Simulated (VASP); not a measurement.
Data:

```xyz
3
Lattice="-1.6126 1.6126 3.9446 1.6126 -1.6126 3.9446 1.6126 1.6126 -3.9446" Properties=species:S:1:pos:R:3 pbc="T T T"
Si     0.0000     0.0000     5.2436
Si     1.6126     1.6126    -1.2990
Mo     0.0000     0.0000     7.8892
```

Computed with PW91 GGA, VASP's PBE PAW potentials (set 64) (plane waves; VASP). Run with 520 eV cut-off, Gaussian smearing of 0.050 eV, potentials Si Mo_sv.

### Question
Give the energies of bands 6 to 14 at the high-symmetry points, in eV from the Fermi level.

### Answer

```json
[
 {"band": "6", "Γ": "-6.23", "X": "-6.49", "P": "-6.12", "N": "-9.40", "M": "-9.96", "S": "-8.87", "R": "-7.65"},
 {"band": "7", "Γ": "-3.41", "X": "-5.49", "P": "-6.08", "N": "-4.83", "M": "-3.38", "S": "-6.67", "R": "-5.38"},
 {"band": "8", "Γ": "-2.93", "X": "-5.20", "P": "-6.08", "N": "-4.39", "M": "-2.10", "S": "-2.69", "R": "-4.34"},
 {"band": "9", "Γ": "-2.55", "X": "-4.33", "P": "-2.67", "N": "-2.52", "M": "-0.56", "S": "-2.43", "R": "-3.77"},
 {"band": "10", "Γ": "-2.55", "X": "-2.95", "P": "-2.01", "N": "-2.48", "M": "-0.56", "S": "-2.19", "R": "-2.82"},
 {"band": "11", "Γ": "0.35", "X": "-1.16", "P": "-2.01", "N": "-0.47", "M": "-0.47", "S": "-0.38", "R": "-1.74"},
 {"band": "12", "Γ": "3.04", "X": "2.24", "P": "0.26", "N": "2.19", "M": "-0.47", "S": "1.52", "R": "1.74"},
 {"band": "13", "Γ": "3.37", "X": "2.64", "P": "2.24", "N": "3.07", "M": "0.48", "S": "3.05", "R": "2.01"},
 {"band": "14", "Γ": "3.45", "X": "3.09", "P": "4.02", "N": "3.91", "M": "4.66", "S": "3.63", "R": "2.52"}
]
```

It has no gap at this level: it comes out as a metal or semimetal.

The compound is MoSi2 in the MoSi2 type structure. It was relaxed first.
